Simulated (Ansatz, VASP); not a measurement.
# Cross-check of C (Diamond) between VASP and Ansatz

One calculation is typed for both programs; each brings its own data sets. How far apart do they land? The structure shown comes from an earlier Ansatz run, which isn't shown and may have moved the atoms alone.

Method: plane waves, with VASP 6.6.1 beside it; elastic constants at LDA, in Ansatz 0.2.0.

## Step 1: Starting point

It takes space group Fd-3m (No. 227, cubic). The conventional cell has a = 3.552 Å, b = 3.552 Å, c = 3.552 Å, α = 90.00°, β = 90.00°, γ = 90.00°. Nearest to C lie 4 C at 1.54 Å.

## Step 2: Ansatz: elastic constants, LDA

Ansatz runs on its default PAW (the set named soft_2) files.

Elastic constants are differences of stresses under small strains, so they test the stress and the mesh.

File input.yaml:

```yaml
crystal:
  lattice:
    - [0.0, 1.7758200709, 1.7758200709]
    - [1.7758200709, 0.0, 1.7758200709]
    - [1.7758200709, 1.7758200709, 0.0]
  atoms:
    - { symbol: C, position: [0.0, 0.0, 0.0] }
    - { symbol: C, position: [0.25, 0.25, 0.25] }
kpoints:
  mp_grid: { grid: [6, 6, 6] }
hamiltonian:
  xc: lda
scf:
  occupations: { method: fixed }
output:
  forces: true
  stress: true
  eigenvalues: true
basis:
  ecutwfc: 260.0
elastic:
  mode: relaxed_ion
  stencil: two_point
```

Run with:

```console
$ ansatz run input.yaml --threads 4 --pin off --max-ram 14336MiB --backend cpu --events-out ev --progress --plain --runs-dir out
```

Numbers of over 12 decimals in the logs are rounded to 6 here.

The program printed:

```text
Warning: basis.ecutwfc = 260 eV is below the records' recommended 420 eV, and the density's cutoff is lower with it unless basis.ecutrho_ratio is high enough to keep the records' density cutoff: compare with a run at a higher cutoff
Engine: ansatz 0.2.0, aarch64-unknown-linux-gnu
Pseudopotentials: kind: paw
Pseudopotential: C, paw, valence charge 4, recommended cutoff 420 eV (normal), C.paw.azcp
Functional definition: SPW92
  exchange = slater_x
  correlation = pw_c
Crystal: 2 atoms, lattice volume = 11.200 Å³
Basis set: ecut = 260 eV, 113 PW (Γ)
Bands: 8, of which v1, the nominal top of the filled ones, is band 4 counted from 1 (3 counted from 0)
Symmetry: 48 space group operations
Space group: Fd-3m (ITA 227), of the structure as read, at distance tolerance 2.2e-5 Å
k-points: 16 of 216
Non-local potential: C, projectors of the file, l = 0: 2, l = 1: 2, l = 2: 1
PAW form: soft (Blöchl's): semilocal exchange-correlation on the pseudo side does not see the compensation charge
PAW frozen core: C, regenerated for the run's functional, and the local potential with it (the file was generated under x = pbe(κ = 0.804, μ = 0.219515), c = pbe(β = 0.066725))
PAW one-centre angular grid: C, 110 points (default); XC on 64 Gauss nodes
Initial density: superposition of atomic densities (neutral atoms: chi_scale 0, normalization atom), corrected by the library's trained network
Initial wavefunctions: pseudopotential atomic-orbital guess
Functional: x = slater, c = lda
SCF iter   1: F=—  HF=-485.287965 eV  |F-HF|=—  |Δ(HF+E_count)|=         —  Δρ=1.93e-2  dr2=1.11e-2  ethr=1.77e-3  ⟨swp⟩=3.5  Hψ=724  notcnv=0  defer=27
preconditioner: auto → none  [insulator: Δε(μ)=4.160 eV  Ē_g=19.870 eV  n_scr=0 (ndim 8)  ℏωp=31.4 eV  f_vac=0.000  ε∞_Penn≈3.5]
SCF iter   2: F=—  HF=-485.286855 eV  |F-HF|=—  |Δ(HF+E_count)|=   1.11e-3  Δρ=8.90e-3  dr2=1.71e-3  ethr=1.39e-4  ⟨swp⟩=1.9  Hψ=286  notcnv=0  defer=30
SCF iter   3: F=—  HF=-485.287329 eV  |F-HF|=—  |Δ(HF+E_count)|=   4.74e-4  Δρ=1.16e-3  dr2=2.28e-5  ethr=2.14e-5  ⟨swp⟩=3.0  Hψ=226  notcnv=0  defer=30
SCF iter   4: F=—  HF=-485.287349 eV  |F-HF|=—  |Δ(HF+E_count)|=   1.97e-5  Δρ=2.15e-5  dr2=1.56e-8  ethr=2.85e-7  ⟨swp⟩=1.0  Hψ=128  notcnv=0  defer=1
SCF iter   5: F=—  HF=-485.287347 eV  |F-HF|=—  |Δ(HF+E_count)|=   1.36e-6  Δρ=2.47e-6  dr2=2.70e-10  ethr=1.95e-10  ⟨swp⟩=2.8  Hψ=195  notcnv=0
SCF iter   6: F=—  HF=-485.287347 eV  |F-HF|=—  |Δ(HF+E_count)|=  1.14e-10  Δρ=1.66e-7  dr2=2.17e-12  ethr=3.37e-12  ⟨swp⟩=2.7  Hψ=196  notcnv=0
SCF iter   7: F=-485.287347 eV  HF=-485.287347 eV  |F-HF|=1.14e-13  |Δ(HF+E_count)|=  1.36e-12  Δρ=9.51e-9  dr2=7.22e-15  ethr=1.00e-12  ⟨swp⟩=4.6  Hψ=501  notcnv=0
SCF 1 converged in 7 iterations: F = -485.287347 eV  dr2 = 7.22e-15
  greatest PAW one-centre occupation: 0.631 electrons in one spin orbital (limit 2), on the C atom at site 1 (counted from 0), in its partial waves of l = 0
Crystal: 2 atoms, lattice volume = 11.178 Å³
Symmetry: 16 space group operations
k-points: 30 of 216
Initial density: handed on by an earlier stage of this run
Initial wavefunctions: those handed on with the density
iter 1 solved again at ethr=4.00e-7 eV; its pass at ethr=3.10e-3 eV (dr2=3.20e-5 eV) is discarded
SCF iter   1: F=—  HF=-485.290826 eV  |F-HF|=—  |Δ(HF+E_count)|=         —  Δρ=5.96e-4  dr2=3.15e-5  ethr=4.00e-7  ⟨swp⟩=1.1  Hψ=1487  notcnv=0  defer=34
preconditioner: auto → none  [insulator: Δε(μ)=4.186 eV  Ē_g=19.891 eV  n_scr=0 (ndim 8)  ℏωp=31.4 eV  f_vac=0.000  ε∞_Penn≈3.5]
SCF iter   2: F=—  HF=-485.290813 eV  |F-HF|=—  |Δ(HF+E_count)|=   1.30e-5  Δρ=2.07e-4  dr2=3.64e-6  ethr=3.94e-7  ⟨swp⟩=2.0  Hψ=357  notcnv=0  defer=3
SCF iter   3: F=—  HF=-485.290813 eV  |F-HF|=—  |Δ(HF+E_count)|=   5.26e-7  Δρ=2.07e-5  dr2=1.15e-8  ethr=4.55e-8  ⟨swp⟩=2.8  Hψ=367  notcnv=0
SCF iter   4: F=—  HF=-485.290811 eV  |F-HF|=—  |Δ(HF+E_count)|=   1.34e-6  Δρ=3.41e-7  dr2=4.27e-12  ethr=1.44e-10  ⟨swp⟩=1.0  Hψ=241  notcnv=0
SCF iter   5: F=—  HF=-485.290811 eV  |F-HF|=—  |Δ(HF+E_count)|=  1.72e-11  Δρ=1.21e-7  dr2=4.31e-13  ethr=1.00e-12  ⟨swp⟩=4.6  Hψ=749  notcnv=0
SCF iter   6: F=-485.290811 eV  HF=-485.290811 eV  |F-HF|=1.14e-13  |Δ(HF+E_count)|=    0.00e0  Δρ=2.60e-8  dr2=2.09e-14  ethr=1.00e-12  ⟨swp⟩=3.1  Hψ=603  notcnv=0
SCF 2 converged in 6 iterations: F = -485.290811 eV  dr2 = 2.09e-14
  greatest PAW one-centre occupation: 0.632 electrons in one spin orbital (limit 2), on the C atom at site 1 (counted from 0), in its partial waves of l = 0
Crystal: 2 atoms, lattice volume = 11.223 Å³
iter 1 solved again at ethr=7.97e-9 eV; its pass at ethr=3.10e-3 eV (dr2=6.38e-7 eV) is discarded
SCF iter   1: F=—  HF=-485.286187 eV  |F-HF|=—  |Δ(HF+E_count)|=         —  Δρ=1.59e-4  dr2=5.57e-7  ethr=7.97e-9  ⟨swp⟩=1.3  Hψ=1535  notcnv=0  defer=28
preconditioner: auto → none  [insulator: Δε(μ)=4.174 eV  Ē_g=19.833 eV  n_scr=0 (ndim 8)  ℏωp=31.4 eV  f_vac=0.000  ε∞_Penn≈3.5]
[...]
SCF iter   5: F=—  HF=-485.285956 eV  |F-HF|=—  |Δ(HF+E_count)|=  2.52e-11  Δρ=1.36e-7  dr2=5.47e-13  ethr=6.00e-13 (applied; sched 1.00e-12)  ⟨swp⟩=2.1  Hψ=522  notcnv=0
SCF iter   6: F=-485.285956 eV  HF=-485.285956 eV  |F-HF|=1.14e-13  |Δ(HF+E_count)|=  1.14e-13  Δρ=7.33e-9  dr2=2.75e-15  ethr=1.00e-12  ⟨swp⟩=3.9  Hψ=990  notcnv=0
SCF 4 converged in 6 iterations: F = -485.285956 eV  dr2 = 2.75e-15
relax step   1: F+E_penalty+E_count = -485.28595637 eV  Δ(F+E_penalty+E_count) = +0.000e0 eV  max|allowed force component| = 9.616e-3 eV/Å  Δτ_max = 0.0000 Å  (6 SCF iters, accepted)
[...]
relax step   2: F+E_penalty+E_count = -485.28595725 eV  Δ(F+E_penalty+E_count) = -8.829e-7 eV  max|allowed force component| = 4.345e-3 eV/Å  Δτ_max = 0.0001 Å  (4 SCF iters, accepted)
[...]
relax step   3: F+E_penalty+E_count = -485.28595747 eV  Δ(F+E_penalty+E_count) = -2.265e-7 eV  max|allowed force component| = 2.712e-7 eV/Å  Δτ_max = 0.0001 Å  (4 SCF iters, accepted)
[...]
relax step   1: F+E_penalty+E_count = -485.28595636 eV  Δ(F+E_penalty+E_count) = +0.000e0 eV  max|allowed force component| = 9.616e-3 eV/Å  Δτ_max = 0.0000 Å  (6 SCF iters, accepted)
[...]
relax step   2: F+E_penalty+E_count = -485.28595747 eV  Δ(F+E_penalty+E_count) = -1.109e-6 eV  max|allowed force component| = 6.013e-7 eV/Å  Δτ_max = 0.0001 Å  (4 SCF iters, accepted)
iter 1 solved again at ethr=1.00e-12 eV; its pass at ethr=3.10e-3 eV (dr2=5.36e-14 eV) is discarded
SCF iter   1: F=—  HF=-485.285957 eV  |F-HF|=—  |Δ(HF+E_count)|=         —  Δρ=5.02e-8  dr2=4.85e-14  ethr=1.00e-12  ⟨swp⟩=1.0  Hψ=2278  notcnv=0
SCF iter   2: F=-485.285957 eV  HF=-485.285957 eV  |F-HF|=1.71e-13  |Δ(HF+E_count)|=  5.68e-14  Δρ=2.52e-8  dr2=1.23e-14  ethr=1.00e-12  ⟨swp⟩=3.2  Hψ=931  notcnv=0
SCF 10 converged in 2 iterations: F = -485.285957 eV  dr2 = 1.23e-14
SCF converged after 7 iterations
Free energy (F): -485.287347 eV
Harris-Foulkes:  -485.287347 eV  (|F-HF|=1.14e-13)
Internal energy: -485.287347 eV  (E = F + TS)
E sigma→0 (E₀):  -485.287347 eV
Fermi energy:    13.289885 eV
--- Per-component energies (eV) ---
  E_band       = 34.713159
  E_kinetic    = 186.466909
  E_local      = -121.033521  (includes V_loc(G=0)·N_el)
  E_nonlocal   = 52.674542
  E_hartree    = 26.019027
  E_xc         = -97.527290
  E_vxc        = -121.460873  (∫ρ·V_xc dr)
  E_paw        = -182.572279  (= ΣΔE_a)
  E_vpaw       = -13.972280  (= ΣTr[D̂ρ^β])
  E_aug_tail   = 0.000327  (compensation charges beyond the density's cutoff)
  E_ewald      = -349.440727
  E_core_change = 0.125665  (= ΣΔE_core)
  E_smearing   = -0.000000  (= −TS)
  E_closure    = 0.000000  (closes the sum)
  Σ components = -485.287347   (vs F -485.287347, Δ=0.00e0)
--- Forces (eV/Å), atoms counted from 1 ---
  atom   1  C     -0.00000000     0.00000000    -0.00000000
  atom   2  C     -0.00000000     0.00000000     0.00000000
  max |Σ_I F_I| component: 2.96e-16 eV/Å
--- Stress (GPa, compression-positive) ---
       -0.004488       0.000000      -0.000000
       -0.000000      -0.004488       0.000000
        0.000000       0.000000      -0.004488
  P = ⅓ Tr σ = -0.0045 GPa (-0.045 kbar)
--- Band table (eV; the first three rows and the last of 16) ---
  k-point 0: bands = ["-8.2388", "13.2899", "13.2899", "13.2899", "19.1217", "19.1217", "19.1217", "26.9880"]
  k-point 1: bands = ["-7.4645", "9.6252", "12.3226", "12.3226", "20.4756", "20.4756", "20.9096", "27.5797"]
  k-point 2: bands = ["-5.1889", "3.9398", "11.0011", "11.0011", "21.7561", "21.7561", "22.1457", "28.7567"]
  k-point 15: bands = ["1.1508", "1.1508", "5.4215", "5.4215", "21.6023", "21.6023", "28.2096", "28.2096"]
--- Elastic constants: 2 strain directions × 2 members + reference (group order 48) ---
  dense FFT box of the reference and of every strained cell: 15×15×15
  strains applied: 11, 23; error gains: componentwise 1.00 (the most a stress slope's error grows in a printed constant), spectral 1.73 (1 for all six strains in a standard setting)
  C = ∂σ_k/∂η_j (tension-positive GPa; Voigt order 11 22 33 23 13 12):
      1320.167    163.247    163.247     -0.000      0.000      0.000
       163.247   1320.167    163.247      0.000     -0.000      0.000
       163.247    163.247   1320.167      0.000     -0.000     -0.000
         0.000      0.000      0.000    579.980     -0.000     -0.000
         0.000     -0.000     -0.000      0.000    579.980     -0.000
        -0.000      0.000     -0.000     -0.000     -0.000    579.980
  reference stress σ⁰ (GPa):      0.004      0.004      0.004     -0.000      0.000     -0.000
  C* (energy form; C + prestress term) asymmetry max|C*_kj − C*_jk| = 5.684e-14 GPa — a small one proves nothing (zero by symmetry where the batch's group is 432, −43m or m−3m); a large one is finite-difference/SCF noise where every solve meets its electron count
  moduli (Voigt/Reuss/Hill, GPa): K = 548.89/548.89/548.89   G = 579.37/579.37/579.37   E = 1285.73   ν = 0.110
  mechanically stable: yes (min eigenvalue of sym C = 579.98 GPa)
  strain η (Voigt 11):  stress-route row diagonal C_11 = 1320.17 GPa, energy-path curvature d²(F+E_count+ΔE)/dδ²/Ω₀ = 1379.70 GPa
         δ    σ_11 (GPa)             F (eV)   n_scf  n_hpsi   n_pw
    -2.000e-3      -2.5784        -485.2908113       6    4108    113   relax 0 steps, max|allowed force component| 1.98e-16 eV/Å
     2.000e-3       2.7022        -485.2861869       5    3499    113   relax 0 steps, max|allowed force component| 1.39e-17 eV/Å
  strain η (Voigt 23):  stress-route row diagonal C_44 = 579.98 GPa, energy-path curvature d²(F+E_count+ΔE)/dδ²/Ω₀ = 729.49 GPa
         δ    σ_23 (GPa)             F (eV)   n_scf  n_hpsi   n_pw
    -2.000e-3      -1.1599        -485.2859575       2    3678    113   relax 3 steps, max|allowed force component| 2.71e-7 eV/Å
     2.000e-3       1.1600        -485.2859575       2    3677    113   relax 2 steps, max|allowed force component| 6.01e-7 eV/Å
```

(Part 1 of 2 ends here.)

[Lines on the potential files, build, host, timing and source positions are cut from VASP's logs without a mark.]

[Logs are printed without paths, hosts, clocks, repeated set-up lines and the standing remarks that a program may print on its own settings, such as how far it seeks lower states.]

[Hosts, paths, dates, database ids (printed as entryN), source tags and the programs' standing remarks are cut or masked in the printed files.]
